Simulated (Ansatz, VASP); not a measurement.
# CeCl in two plane-wave programs, part 3 of 3

Aim: how closely do two programs agree when they are given the same cell, functional and k mesh? The cell is invented: As first built, before any earlier steps moved the atoms (in the runner's words): it takes the SmI structure with all of its atoms replaced by other elements, volume scaled by an estimate. It may not be a known or stable phase. The cell is taken from a series of VASP runs on this material, whose earlier steps may have relaxed, scaled or displaced it; both programs get it as it stands. Other levels of theory on this material are compared in a session of their own.

VASP 6.6.1 and Ansatz 0.2.0.

So far. Step 6 (VASP: band structure, PBEsol): At this level the cell is under a tension of 4.3 GPa, so at these settings it is away from equilibrium.

In doubt: a part-filled 4f shell, where there is one, can sit in one of many states, so energies may not be the lowest and differences between runs may mislead.

### Step 8. Ansatz: band structure, BLYP

Level of this step: Ansatz beside VASP: Kohn-Sham DFT, plane waves, BLYP (Ansatz).

A single point gives forces, pressure and levels at one fixed geometry, so differences don't come from the geometry; what else differs is listed under the comparison.

The cell is taken from a series of VASP runs on this material, whose earlier steps may have relaxed, scaled or displaced it; both programs get it as it stands.

Contents of input.yaml:

```yaml
crystal:
  lattice:
    - [3.5112017137, 0.0, 0.0]
    - [-1.7556008568, 3.0407899283, 0.0]
    - [0.0, 0.0, 4.4659431166]
  atoms:
    - { symbol: Ce, position: [0.0, 0.0, 0.0], spin: 1.0 }
    - { symbol: Cl, position: [0.33333333, 0.66666667, 0.5] }
hamiltonian:
  xc: blyp
  pseudopotentials: { kind: paw }
magnetization:
  spin_polarized: true
kpoints:
  mp_grid: { grid: [5, 5, 3] }
  band_path:
    path:
      - [0.0, 0.0, 0.0]
      - [0.13333, 0.0, 0.0]
      - [0.3, 0.0, 0.0]
      - [0.46667, 0.0, 0.0]
      - [0.46667, 0.06667, 0.0]
      - [0.41111, 0.17778, 0.0]
      - [0.35556, 0.28889, 0.0]
      - [0.28889, 0.28889, 0.0]
      - [0.17778, 0.17778, 0.0]
      - [0.06667, 0.06667, 0.0]
      - [0.0, 0.0, 0.03333]
      - [0.0, 0.0, 0.2]
      - [0.0, 0.0, 0.36667]
      - [0.0, 0.0, 0.5]
      - [0.16667, 0.0, 0.5]
      - [0.3, 0.0, 0.5]
      - [0.46667, 0.0, 0.5]
      - [0.46667, 0.06667, 0.5]
      - [0.41111, 0.17778, 0.5]
      - [0.35556, 0.28889, 0.5]
      - [0.28889, 0.28889, 0.5]
      - [0.17778, 0.17778, 0.5]
      - [0.06667, 0.06667, 0.5]
      - [0.5, 0.0, 0.46667]
      - [0.5, 0.0, 0.3]
      - [0.5, 0.0, 0.13333]
      - [0.33333, 0.33333, 0.0]
      - [0.33333, 0.33333, 0.16667]
      - [0.33333, 0.33333, 0.33333]
      - [0.33333, 0.33333, 0.5]
    npoints: 1
scf:
  occupations: { method: gaussian, width: 0.02 }
  n_extra_bands: 9
output:
  forces: true
  stress: true
  eigenvalues: true
```

Launch:

```console
$ ansatz run input.yaml --threads 2 --pin off --max-ram 4608MiB --backend cpu --events-out ev --progress --plain --runs-dir out
```

Numbers of over 12 decimals in the logs are rounded to 6 here.

The log of the run:

```text
[...]
Crystal: 2 atoms, lattice volume = 47.682 Å³
Basis set: ecut = 420 eV, 945 PW (Γ), exchange–correlation on 48×48×60 points (8 copies of the dense FFT grid, shifted against one another)
Bands: 19, of which v1, the nominal top of the filled ones, is band 10 counted from 1 (9 counted from 0)
Symmetry: 12 space group operations
[...]
k-point 1 ↑: bands = [... 6 lower, 8.3400, 8.3400, 12.2586, 13.1072, 13.3945, 13.6164, 13.6164, 13.8819, ... 5 higher]
  k-point 2 ↑: bands = [... 6 lower, 7.3040, 8.2667, 12.2114, 13.0408, 13.4211, 13.5882, 13.6133, 13.7600, ... 5 higher]
  k-point 9 ↓: bands = [... 6 lower, 7.0735, 7.3474, 13.3291, 13.8837, 13.9671, 14.0069, 14.2431, 14.3571, ... 5 higher]
[key lines of the parts left out:]
SCF converged after 18 iterations
Magnetization: 1.0001 μB (10.0000 up, 9.0000 down)
Free energy (F): -7681.940857 eV
Fermi energy:    13.378378 eV
P = ⅓ Tr σ = 5.0062 GPa (50.062 kbar)
```

Elapsed: 16 s, on 2 threads of Arm Neoverse V1, shared host; peak memory 0.34 GiB; 8.9 s of CPU time.

### Step 9. VASP: band structure, BLYP

The same cell, functional (in two slightly different forms), mesh and smearing now go to VASP, with its own data sets and cutoff.

Contents of INCAR:

```
SYSTEM = CeCl
PREC = Accurate
ENCUT = 400
EDIFF = 1E-06
NELM = 100
ISMEAR = 0
SIGMA = 0.02
LREAL = .FALSE.
ALGO = Normal
GGA = B5
ALDAX = 1
AGGAX = 1
AGGAC = 1
ALDAC = 0
ISPIN = 2
MAGMOM = 1 0
LMAXMIX = 6
LORBIT = 11
LWAVE = .FALSE.
LCHARG = .FALSE.
KPAR = 4
```

Contents of POSCAR:

```
CeCl
1.0
    3.5112017137      0.0000000000      0.0000000000
   -1.7556008568      3.0407899283      0.0000000000
    0.0000000000      0.0000000000      4.4659431166
Ce Cl
1 1
Direct
    0.0000000000      0.0000000000      0.0000000000
    0.3333333300      0.6666666700      0.5000000000
```

Contents of KPOINTS:

```
Automatic mesh
0
Gamma
5 5 3
0 0 0
```

Contents of KPOINTS_OPT:

```
Line mode
16
Line-mode
Reciprocal
  0.00000000   0.00000000   0.00000000 GAMMA
  0.50000000   0.00000000   0.00000000 M

  0.50000000   0.00000000   0.00000000 M
  0.33333333   0.33333333   0.00000000 K

  0.33333333   0.33333333   0.00000000 K
  0.00000000   0.00000000   0.00000000 GAMMA

  0.00000000   0.00000000   0.00000000 GAMMA
  0.00000000   0.00000000   0.50000000 A

  0.00000000   0.00000000   0.50000000 A
  0.50000000   0.00000000   0.50000000 L

  0.50000000   0.00000000   0.50000000 L
  0.33333333   0.33333333   0.50000000 H

  0.33333333   0.33333333   0.50000000 H
  0.00000000   0.00000000   0.50000000 A

  0.50000000   0.00000000   0.50000000 L
  0.50000000   0.00000000   0.00000000 M

  0.33333333   0.33333333   0.00000000 K
  0.33333333   0.33333333   0.50000000 H
```

PAW data sets: Ce and Cl (PBE family, release 64).

Launch:

```console
$ mpirun -np 4 vasp_std
```

The log of the run:

```text
[banner, memory and clock lines left out]
running    4 mpi-ranks, on    1 nodes
[...]
[... a notice as in an earlier step ...]

 LDA part: xc-table for (Slater(with rela. corr.)+VWN5), standard interpolation
 POSCAR, INCAR and KPOINTS ok, starting setup
[...]
entering main loop
       N       E                     dE             d eps       ncg     rms          rms(c)
DAV:   1     0.158830485212E+03    0.15883E+03   -0.72382E+03   560   0.133E+03
DAV:   2     0.954734540952E+01   -0.14928E+03   -0.14352E+03   758   0.230E+02
DAV:   3    -0.791441383294E+01   -0.17462E+02   -0.17262E+02   772   0.105E+02
DAV:   4    -0.921353710644E+01   -0.12991E+01   -0.11613E+01   852   0.186E+01
[...]
DAV:  15    -0.906116143214E+01   -0.31702E-05   -0.11535E-05   822   0.295E-02    0.221E-02
DAV:  16    -0.906115984699E+01    0.15852E-05   -0.77305E-06   654   0.183E-02    0.138E-02
DAV:  17    -0.906115913324E+01    0.71375E-06   -0.14888E-06   556   0.100E-02
   1 F= -.90611591E+01 E0= -.90604241E+01  d E =-.147006E-02  mag=     0.9998
 Start KPOINTS_OPT (optional k-point list driver)
k-point batch [1-10\144]
       N       E                     dE             ncg
DAV:   1     0.949801270468E+03   -0.36260E+03      560
DAV:   2    -0.627101150953E+03   -0.15769E+04      814
DAV:   3    -0.812540613437E+03   -0.18544E+03      764
DAV:   4    -0.824901264400E+03   -0.12361E+02      874
[...]
DAV:   9    -0.825709205313E+03   -0.28525E-04      940
DAV:  10    -0.825709207289E+03   -0.19761E-05      736
DAV:  11    -0.825709207468E+03   -0.17896E-06      598
[...]
k-point batch [141-144\144]
       N       E                     dE             ncg
DAV:   1     0.424030353572E+04   -0.22985E+04      232
DAV:   2     0.369302666215E+04   -0.54728E+03      342
DAV:   3     0.365807185741E+04   -0.34955E+02      270
DAV:   4     0.365637803127E+04   -0.16938E+01      402
[...]
DAV:   8     0.365623249705E+04   -0.87689E-04      382
DAV:   9     0.365623249103E+04   -0.60200E-05      310
DAV:  10     0.365623249057E+04   -0.45865E-06      238
```

From OUTCAR (step 9):

```text
  Total        1.3395362      1.3395362      1.4305635      0.0000000     -0.0000000      0.0000000
  in kB       45.0100663     45.0100677     48.0686958      0.0000000     -0.0000000      0.0000000
  external PRESSURE =      46.0296100 kB  Pullay stress =       0.0000000 kB

  FREE ENERGIE OF THE ION-ELECTRON SYSTEM (eV)
  ---------------------------------------------------
  free  energy   TOTEN  =        -9.0611591332 eV

  energy  without entropy=       -9.0596890748  energy(sigma->0) =       -9.06042410

 magnetization (x)
# of ion       s       p       d       f       tot
--------------------------------------------------
    1        0.002  -0.001   0.073   0.776   0.850
    2        0.000  -0.007   0.000   0.000  -0.007
--------------------------------------------------
tot          0.002  -0.008   0.073   0.776   0.842

[... 3 parts as in an earlier step ...]

[... 1 further part left out ...]
[key lines of the parts left out:]
E-fermi :   8.9150
```

At this level the cell is under a pressure of 4.6 GPa, so at these settings it is away from equilibrium.

### Step 10. Side by side

What differs besides the data sets and the points named for the pairs above, as far as they apply: VASP's log shows a relativistic correction to its local exchange, Ansatz's none. Total energies have different zeros and are not compared.

Compared:

```tsv
quantity	Ansatz	VASP	difference
pressure (GPa)	5.01	4.60	+0.40
total moment (μB)	1.00	1.00	0.00
moment on Ce1 (μB)	0.83	0.85	-0.02
```

### Step 11. Outcome

| Item | Value |
| --- | --- |
| difference in total moment (band structure, PBE) | 0.020 μB |
| difference in total moment (band structure, PBEsol) | 0.0050 μB |
| difference in total moment (band structure, BLYP) | 2.8e-4 μB |

**Reading.** The difference in total moment is 0.020 μB (band structure, PBE). 9 further runs of this series are not shown here. How closely two codes agree says nothing of how well the functional describes the real material.

[Lines on the potential files, build, host, timing and source positions are cut from VASP's logs without a mark.]

[Logs are printed without paths, hosts, clocks, repeated set-up lines and the standing remarks that a program may print on its own settings, such as how far it seeks lower states.]

[Hosts, paths, dates, database ids (printed as entryN), source tags and the programs' standing remarks are cut or masked in the printed files.]
